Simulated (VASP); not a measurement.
# As3F (Pm-3m) in VASP: notebook

The runs below take As3F through single point, relaxation of cell and atoms, with r2SCAN.

All numbers are computed with VASP 6.6.1; they aren't measurements. Logs are shortened: lines on timing, memory, paths and dates and some standing lists are left out, and cuts for length are marked.

## Step 1: Starting point

Symmetry: Pm-3m, No. 221, cubic system. The conventional cell has a = 4.019 Å, b = 4.019 Å, c = 4.019 Å, α = 90.00°, β = 90.00°, γ = 90.00°. As (site symmetry 4/mmm) has 8 As at 2.84 Å and 4 F at 2.84 Å as nearest neighbours. F (site symmetry m-3m) is surrounded by 12 As at 2.84 Å.

The cell was built by a generator and needn't be a form met in nature.

## Step 2: Single point, r2SCAN

POSCAR reads:

```
As3F
1.0
    4.0194198340      0.0000000000      0.0000000000
    0.0000000000      4.0194198340      0.0000000000
    0.0000000000      0.0000000000      4.0194198340
As F
3 1
Direct
    0.0000000000      0.5000000000      0.5000000000
    0.5000000000      0.0000000000      0.5000000000
    0.5000000000      0.5000000000      0.0000000000
    0.0000000000      0.0000000000      0.0000000000
```

INCAR.step1 reads:

```
SYSTEM = As3F
PREC = Accurate
ENCUT = 520
ISMEAR = -1
SIGMA = 0.1
LREAL = .False.
LASPH = .True.
NELM = 80
NBANDS = 19
GGA = PE
ALGO = Normal
EDIFF = 1E-4
LWAVE = .True.
LCHARG = .False.
```

INCAR.step2 reads:

```
SYSTEM = As3F
PREC = Accurate
ENCUT = 520
EDIFF = 1E-6
ISMEAR = -1
SIGMA = 0.1
LREAL = .False.
LASPH = .True.
NELM = 80
ALGO = Normal
ISIF = 2
LWAVE = .False.
LCHARG = .False.
METAGGA = R2SCAN
LMIXTAU = .True.
NBANDS = 19
ISTART = 1
```

KPOINTS reads:

```
Automatic mesh
0
Gamma
  8 8 8
  0 0 0
```

Potentials or basis: VASP PAW PBE potentials, release 64 (As, F).

Run with:

```sh
cat potpaw_PBE.64/As/POTCAR potpaw_PBE.64/F/POTCAR > POTCAR
cp INCAR.step1 INCAR
mpirun -np 1 vasp_std > vasp.out
cp INCAR.step2 INCAR
mpirun -np 1 vasp_std > vasp.out
```

OUTCAR:

```text
SYSTEM = As3F
   PREC = Accurate
   ENCUT = 520
   EDIFF = 1E-6
   ISMEAR = -1
   LREAL = .False.
   LASPH = .True.
   NELM = 80
   ISIF = 2
   METAGGA = R2SCAN
   ISTART = 1

 ion  position               nearest neighbor table
   1  0.000  0.500  0.500-   2 2.84   3 2.84   3 2.84   2 2.84   2 2.84   3 2.84   3 2.84   2 2.84

   2  0.500  0.000  0.500-   1 2.84   3 2.84   3 2.84   1 2.84   3 2.84   3 2.84   1 2.84   1 2.84

   3  0.500  0.500  0.000-   1 2.84   2 2.84   1 2.84   2 2.84   2 2.84   2 2.84   1 2.84   1 2.84

   4  0.000  0.000  0.000-

  LATTYP: Found a simple cubic cell.
 ALAT       =     4.0194198340

  Lattice vectors:

 A1 = (   4.0194198340,   0.0000000000,   0.0000000000)
 A2 = (   0.0000000000,   4.0194198340,   0.0000000000)
 A3 = (   0.0000000000,   0.0000000000,   4.0194198340)

Analysis of symmetry for initial positions (statically):
=====================================================================
 Subroutine PRICEL returns:
 Original cell was already a primitive cell.

 Routine SETGRP: Setting up the symmetry group for a
 simple cubic supercell.

 Subroutine GETGRP returns: Found 48 space group operations
 (whereof 48 operations were pure point group operations)
 out of a pool of 48 trial point group operations.

The static configuration has the point symmetry O_h .

Analysis of symmetry for dynamics (positions and initial velocities):
=====================================================================
 Subroutine PRICEL returns:
 Original cell was already a primitive cell.

 Routine SETGRP: Setting up the symmetry group for a
 simple cubic supercell.

 Subroutine GETGRP returns: Found 48 space group operations
 (whereof 48 operations were pure point group operations)
 out of a pool of 48 trial point group operations.

The dynamic configuration has the point symmetry O_h .

 Subroutine INISYM returns: Found 48 space group operations
 (whereof 48 operations are pure point group operations),
 and found     1 'primitive' translations

----------------------------------------------------------------------------------------

                                     Primitive cell

  volume of cell :      64.9367

  direct lattice vectors                    reciprocal lattice vectors
     4.019419834  0.000000000  0.000000000     0.248792125  0.000000000  0.000000000
     0.000000000  4.019419834  0.000000000     0.000000000  0.248792125  0.000000000
     0.000000000  0.000000000  4.019419834     0.000000000  0.000000000  0.248792125
[... 89 lines left out ...]
   LREAL  =      F    real-space projection
   EDIFFG = 0.1E-04   stopping-criterion for IOM
   NSW    =      0    number of steps for IOM
   IBRION =     -1    ionic relax: 0-MD 1-quasi-New 2-CG
   NFREE  =      0    steps in history (QN), initial steepest desc. (CG)
   ISIF   =      2    stress and relaxation
   ISYM   =      2    0-nonsym 1-usesym 2-fastsym
   POTIM  = 0.5000    time-step for ionic-motion
   TEBEG  =    0.0;   TEEND  =   0.0 temperature during run
   PSTRESS=    0.0 pullay stress
   NELECT =      22.0000    total number of electrons
   NUPDOWN=      -1.0000    fix difference up-down
   EMIN   =  10.00;   EMAX   =-10.00  energy-range for DOS
   EFERMI =   0.00;   METHOD = LEGACY
   ISMEAR =    -1;   SIGMA  =   0.10  broadening in eV -4-tet -1-fermi 0-gaus
   EFERMI_NEDOS =   21; number of points for ismear=-14 and -15
   IALGO  =     38    algorithm
   IMIX   =      4    mixing-type and parameters
     AMIX     =   0.40;   BMIX     =  1.00
     AMIX_MAG =   1.60;   BMIX_MAG =  1.00
  volume/ion in A,a.u.               =      16.23       109.55
  Fermi-wavevector in a.u.,A,eV,Ry     =   1.141263  2.156674 17.721329  1.302481
  Thomas-Fermi vector in A             =   2.277963
   LORBIT       =      0    0 simple, 1 ext, 2 COOP (PROOUT), +10 PAW based schemes
   METAGGA = R2SCAN    functional components
   LHFCALC =     F    Hartree Fock is set to
   AEXX    =    0.0000 exact exchange contribution
   IVDW    =     0    specifies the selected vdW correction
   LEPSILON=     F    determine dielectric tensor
   LRPA    =     F    only Hartree local field effects (RPA)
 non-spin polarized calculation
  energy-cutoff  :      520.00
  volume of cell :       64.94
 maximum number of plane-waves:      1775
 NGX is ok and might be reduce to    30
   NGX = 15   NGY = 15   NGZ = 15

 number of electron      21.9999989 magnetization

 Free energy of the ion-electron system (eV)
  ---------------------------------------------------
  ext. energy  EPLUGINS =         0.00000000
  ---------------------------------------------------
  free energy    TOTEN  =       -47.13784264 eV

  energy without entropy =      -47.06776091  energy(sigma->0) =      -47.10280177

 E-fermi :   5.3544     XC(G=0): -11.2880

 val. band max:        5.3335764221   @ k =   0.3750   0.2500   0.0000
 cond. band min:       5.4093389974   @ k =   0.2500   0.1250   0.1250
 fundamental gap:      0.0757625753
 Fermi energy:         5.3544089295

 k-point     1 :       0.0000    0.0000    0.0000
  band No.  band energies     occupation
      1     -17.5315      2.00000
      2      -9.6905      2.00000
      3      -2.8768      2.00000
      4      -2.8768      2.00000
      5      -0.2679      2.00000
      6      -0.2679      2.00000
[... 505 lines left out ...]
      6       0.5911      2.00000
[... 11 lines left out ...]
     18      16.2402      0.00000
     19      17.1701      0.00000

 [... further k-points ...]

------------------------ aborting loop because EDIFF is reached ----------------------------------------

  FORCE on cell =-STRESS in cart. coord.  units (eV):
  Direction    XX          YY          ZZ          XY          YZ          ZX
  --------------------------------------------------------------------------------------
  -------------------------------------------------------------------------------------
  Total       -0.0961572     -0.0961572     -0.0961572      0.0000000      0.0000000      0.0000000
  in kB       -2.3724775     -2.3724775     -2.3724775      0.0000000      0.0000000      0.0000000
  external PRESSURE =      -2.3724775 kB  Pullay stress =       0.0000000 kB

 VOLUME and BASIS-vectors are now :
 -----------------------------------------------------------------------------
  energy-cutoff  :      520.00
  volume of cell :       64.94
      direct lattice vectors                 reciprocal lattice vectors
     4.019419834  0.000000000  0.000000000     0.248792125  0.000000000  0.000000000
     0.000000000  4.019419834  0.000000000     0.000000000  0.248792125  0.000000000
     0.000000000  0.000000000  4.019419834     0.000000000  0.000000000  0.248792125

 POSITION                                       TOTAL-FORCE (eV/Angst)
 -----------------------------------------------------------------------------------
      0.00000      2.00971      2.00971         0.000000      0.000000      0.000000
      2.00971      0.00000      2.00971         0.000000      0.000000      0.000000
      2.00971      2.00971      0.00000         0.000000      0.000000      0.000000
      0.00000      0.00000      0.00000         0.000000      0.000000      0.000000
 -----------------------------------------------------------------------------------
    total drift:                               -0.000000      0.000000     -0.000000

  FREE ENERGIE OF THE ION-ELECTRON SYSTEM (eV)
  ---------------------------------------------------
  free  energy   TOTEN  =       -47.1378426378 eV

  energy  without entropy=      -47.0677609097  energy(sigma->0) =      -47.10280177
```

It took 79 s on 1 thread of AMD EPYC 9R45 (Zen 5), shared host; peak memory 0.16 GiB.

Results:

- Free energy: -47.1378 eV
- Pressure: -0.2 GPa
- Band gap on the k mesh: none (metal or under the smearing width)

Caveat: the PAW data sets were made with another functional, which shifts forces and pressure a little.

## Step 3: Relaxation of cell and atoms, r2SCAN

This run uses another cell than the first one, of 18.39 Å³/atom, 1.133 times its volume.

POSCAR reads:

```
As3F
1.0
    4.1901220000      0.0000000000      0.0000000000
    0.0000000000      4.1901220000      0.0000000000
    0.0000000000      0.0000000000      4.1901220000
As F
3 1
Direct
    0.0000000000      0.5000000000      0.5000000000
    0.5000000000      0.0000000000      0.5000000000
    0.5000000000      0.5000000000      0.0000000000
    0.0000000000      0.0000000000      0.0000000000
```

INCAR.step1 reads:

```
SYSTEM = As3F
PREC     = Accurate       ! precision mode
ENCUT    = 600            ! plane-wave cutoff, eV
ISMEAR   = -1             ! smearing method
SIGMA    = 0.1            ! smearing width, eV
LREAL    = .FALSE.        ! projectors in reciprocal space
LASPH    = .TRUE.         ! aspherical terms in the spheres
NELM     = 60             ! most SCF steps
GGA      = PE             ! functional
ALGO     = Normal         ! electronic algorithm
EDIFF    = 1E-4           ! SCF threshold, eV
LWAVE    = .TRUE.         ! write WAVECAR
LCHARG   = .FALSE.        ! write CHGCAR
```

INCAR.step2 reads:

```
SYSTEM = As3F
PREC     = Accurate       ! precision mode
ENCUT    = 600            ! plane-wave cutoff, eV
EDIFF    = 1E-6           ! SCF threshold, eV
ISMEAR   = -1             ! smearing method
SIGMA    = 0.1            ! smearing width, eV
LREAL    = .FALSE.        ! projectors in reciprocal space
LASPH    = .TRUE.         ! aspherical terms in the spheres
NELM     = 60             ! most SCF steps
ALGO     = Normal         ! electronic algorithm
ISIF     = 3              ! what is computed and relaxed
LWAVE    = .FALSE.        ! write WAVECAR
LCHARG   = .FALSE.        ! write CHGCAR
METAGGA  = R2SCAN         ! meta-GGA
LMIXTAU  = .TRUE.       
IBRION   = 2              ! ionic algorithm
NSW      = 60             ! ionic steps
EDIFFG   = -0.01          ! ionic threshold
ISTART   = 1
```

KPOINTS reads:

```
regular mesh
0
G
  8 8 8
  0 0 0
```

Potentials or basis: VASP PAW PBE potentials, release 64 (As, F).

Run with:

```sh
cat potpaw_PBE.64/As/POTCAR potpaw_PBE.64/F/POTCAR > POTCAR
cp INCAR.step1 INCAR
mpirun -np 1 vasp_std > vasp.out
cp INCAR.step2 INCAR
mpirun -np 1 vasp_std > vasp.out
```

Run time: 5.6 min. Hardware: 1 thread of AMD EPYC 9R45 (Zen 5), shared host; peak memory 0.22 GiB.

It converged, with:

```yaml
Free_energy: -47.1480 eV
Relaxed_volume: 16.18 Å³/atom
Relaxed_cell: a = 4.015 Å, b = 4.015 Å, c = 4.015 Å, α = 90.00°, β = 90.00°, γ = 90.00°
Space_group_after_relaxing_to_0.05_Å: Pm-3m (No. 221)
Energy_gained_by_relaxing: 69.4 meV/atom
Ionic_steps: 3
Pressure_after_relaxing: 0.0 GPa
Band_gap_on_the_k_mesh: none (metal or under the smearing width)
```

Step by step:
```tsv
step	energy change (eV)	largest force (eV/Å)	pressure (GPa)	volume (Å³)
1	0.0000	0.0000	-8.94	73.57
2	-0.2660	0.0000	2.41	63.17
3	-0.2775	0.0000	0.04	64.71
```

Final structure:
```yaml
crystal:
  lattice:
    - [4.01478, 0.00000, 0.00000]
    - [0.00000, 4.01478, 0.00000]
    - [0.00000, 0.00000, 4.01478]
  atoms:
    - { symbol: As, position: [0.00000, 0.50000, 0.50000] }
    - { symbol: As, position: [0.50000, 0.00000, 0.50000] }
    - { symbol: As, position: [0.50000, 0.50000, 0.00000] }
    - { symbol: F, position: [0.00000, 0.00000, 0.00000] }
```

Levels at points of the mesh, in eV from the Fermi level:
| k point | band 7 | band 8 | band 9 | band 10 | band 11 | band 12 | band 13 | band 14 | band 15 |
| --- | --- | --- | --- | --- | --- | --- | --- | --- | --- |
| (0.00, 0.00, 0.00) | -5.65 | -2.21 | -2.21 | -2.21 | 1.86 | 1.86 | 1.86 | 4.25 | 5.72 |
| (0.50, 0.00, 0.00) | -3.59 | -3.59 | -3.24 | -0.43 | 0.19 | 0.30 | 0.30 | 0.84 | 4.03 |
| (0.50, 0.50, 0.00) | -3.39 | -3.39 | -2.58 | -1.64 | -0.62 | -0.62 | 1.30 | 1.30 | 5.26 |
| (0.50, 0.50, 0.50) | -6.29 | -6.29 | -1.08 | -1.08 | -1.08 | 5.67 | 5.67 | 6.41 | 6.41 |

Caveat: the PAW data sets were made with another functional, which shifts forces and pressure a little.
